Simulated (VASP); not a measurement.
All values below come from LDA (Ceperley-Alder, Perdew-Zunger), VASP's LDA PAW potentials (set 64) (plane waves; VASP 6.6.1).

VASP ran on this input.

**POSCAR**
```
Sc(VGa2)2
3.1626220
 -1.0000000000   1.0000000000   0.7977327041
  1.0000000000  -1.0000000000   0.7977327041
  1.0000000000   1.0000000000  -0.7977327041
Sc V Ga
1 2 4
Cart
  0.0000000000   0.0000000000   0.0000000000
 -0.0000000000   1.0000000000   0.3988663520
  1.0000000000   0.0000000000   0.3988663520
  0.6017400000   0.6017400000  -0.0000000000
  0.3982600000   0.3982600000   0.7977327041
  0.3982600000  -0.3982600000   0.7977327041
 -0.3982600000   0.3982600000   0.7977327041
```

INCAR:
```
SYSTEM = Sc(VGa2)2
PREC = Accurate
ENCUT = 300
EDIFF = 1E-6
NELM = 100
ALGO = Normal
LREAL = .FALSE.
LASPH = .TRUE.
ISMEAR = 0
SIGMA = 0.05
LMAXMIX = 4
LWAVE = .FALSE.
LCHARG = .FALSE.
ISIF = 2
```

**KPOINTS**
```
Automatic mesh
0
Gamma
5 5 5
0 0 0
```

POTCAR, in this order: Sc_sv V_sv Ga_d (LDA.64 set). Program: vasp_std.

Output of the run:

### OUTCAR
```
 ion  position               nearest neighbor table
   1  0.000  0.000  0.000-   4 2.69   5 2.69   7 2.69   6 2.69   7 3.09   6 3.09   7 3.09   6 3.09
                             5 3.09   4 3.09   4 3.09   5 3.09
   2  0.750  0.250  0.500-   3 2.52   3 2.52   5 2.61   4 2.61   7 2.61   7 2.61   6 2.61   6 2.61
                             4 2.61   5 2.61
   3  0.250  0.750  0.500-   2 2.52   2 2.52   5 2.61   4 2.61   6 2.61   6 2.61   7 2.61   7 2.61
                             4 2.61   5 2.61
   4  0.301  0.301  0.602-   6 2.52   7 2.52   2 2.61   3 2.61   3 2.61   2 2.61   5 2.68   5 2.68
                             1 2.69   1 3.09   1 3.09
   5  0.699  0.699  0.398-   6 2.52   7 2.52   2 2.61   3 2.61   3 2.61   2 2.61   4 2.68   4 2.68
                             1 2.69   1 3.09   1 3.09
   6  0.301  0.699  0.000-   4 2.52   5 2.52   2 2.61   3 2.61   3 2.61   2 2.61   7 2.68   7 2.68
                             1 2.69   1 3.09   1 3.09
   7  0.699  0.301  0.000-   4 2.52   5 2.52   3 2.61   2 2.61   2 2.61   3 2.61   6 2.68   6 2.68
                             1 2.69   1 3.09   1 3.09
  LATTYP: Found a body centered tetragonal cell.
 ALAT       =     6.3252440000
 C/A-ratio  =     0.7977327041
 Subroutine PRICEL returns:
 Original cell was already a primitive cell.
 Subroutine GETGRP returns: Found 16 space group operations
The static configuration has the point symmetry D_4h.
The dynamic configuration has the point symmetry D_4h.
 Subroutine INISYM returns: Found 16 space group operations
 Subroutine IBZKPT returns following result:
...
```

OSZICAR:
```
       N       E                     dE             d eps       ncg     rms          rms(c)
DAV:   1     0.936411064063E+03    0.93641E+03   -0.30789E+04  2081   0.212E+03
DAV:   2     0.831479835761E+02   -0.85326E+03   -0.83847E+03  1932   0.672E+02
DAV:   3    -0.425105421098E+02   -0.12566E+03   -0.12188E+03  2388   0.212E+02
DAV:   4    -0.490420627633E+02   -0.65315E+01   -0.64130E+01  2720   0.542E+01
DAV:   5    -0.492108652979E+02   -0.16880E+00   -0.16803E+00  2704   0.848E+00    0.281E+01
DAV:   6    -0.464899069722E+02    0.27210E+01   -0.38950E+01  2323   0.293E+01    0.112E+01
DAV:   7    -0.455626341678E+02    0.92727E+00   -0.21098E+01  2512   0.241E+01    0.109E+01
DAV:   8    -0.445591828089E+02    0.10035E+01   -0.76862E+00  2648   0.127E+01    0.430E+00
DAV:   9    -0.444095151777E+02    0.14967E+00   -0.64075E-01  2971   0.411E+00    0.647E-01
DAV:  10    -0.444052005876E+02    0.43146E-02   -0.44510E-02  2640   0.123E+00    0.239E-01
DAV:  11    -0.444041921742E+02    0.10084E-02   -0.52581E-03  2736   0.474E-01    0.127E-01
DAV:  12    -0.444041056470E+02    0.86527E-04   -0.11399E-03  2512   0.169E-01    0.478E-02
DAV:  13    -0.444040906912E+02    0.14956E-04   -0.13512E-04  2552   0.778E-02    0.510E-03
DAV:  14    -0.444040908828E+02   -0.19156E-06   -0.49227E-06  2000   0.176E-02
   1 F= -.44404091E+02 E0= -.44400304E+02  d E =-.757394E-02
```

OUTCAR:
```
------------------------ aborting loop because EDIFF is reached ----------------------------------------
  FORCE on cell =-STRESS in cart. coord.  units (eV):
  Direction    XX          YY          ZZ          XY          YZ          ZX
  --------------------------------------------------------------------------------------
  Total        0.8403781      0.8403781      1.1164588      0.0000000      0.0000000     -0.0000000
  in kB       13.3390855     13.3390855     17.7212370      0.0000000      0.0000000     -0.0000000
  external PRESSURE =      14.7998027 kB  Pullay stress =       0.0000000 kB
  volume of cell :      100.94
      direct lattice vectors                 reciprocal lattice vectors
    -3.162622000  3.162622000  2.522927000     0.000000000  0.158096668  0.198182508
     3.162622000 -3.162622000  2.522927000     0.158096668  0.000000000  0.198182508
     3.162622000  3.162622000 -2.522927000     0.158096668  0.158096668  0.000000000
 POSITION                                       TOTAL-FORCE (eV/Angst)
 -----------------------------------------------------------------------------------
      0.00000      0.00000      0.00000        -0.000000      0.000000      0.000000
     -0.00000      3.16262      1.26146        -0.000000      0.000000      0.000000
      3.16262     -0.00000      1.26146        -0.000000      0.000000      0.000000
      1.90308      1.90308      0.00000        -0.026696     -0.026696     -0.000000
      1.25955      1.25955      2.52293         0.026696      0.026696      0.000000
      1.25955     -1.25955      2.52293         0.026696     -0.026696     -0.000000
     -1.25955      1.25955      2.52293        -0.026696      0.026696     -0.000000
 -----------------------------------------------------------------------------------
    total drift:                                0.000000      0.000000     -0.000000
  FREE ENERGIE OF THE ION-ELECTRON SYSTEM (eV)
  ---------------------------------------------------
  free  energy   TOTEN  =       -44.4040908828 eV

  energy  without entropy=      -44.3965169394  energy(sigma->0) =      -44.40030391
```
(Selected blocks of OUTCAR.)

At this cut-off the stress carries a Pulay error, which pulls relaxed volumes low.

The structure comes from a computed database's Ga4ScV2 entry (I4/mmm); how it stands against other phases isn't given here. The cell was not relaxed at this level, and its volume differs by -5.9 % from the start's. The k-mesh is coarse (spacing up to 0.32 per Å, 2π included), so the numbers may not be converged in it. The run is not spin-polarised, so no magnetic state was tried. The electron count is odd and the run is not spin-polarised, which forces a metal.
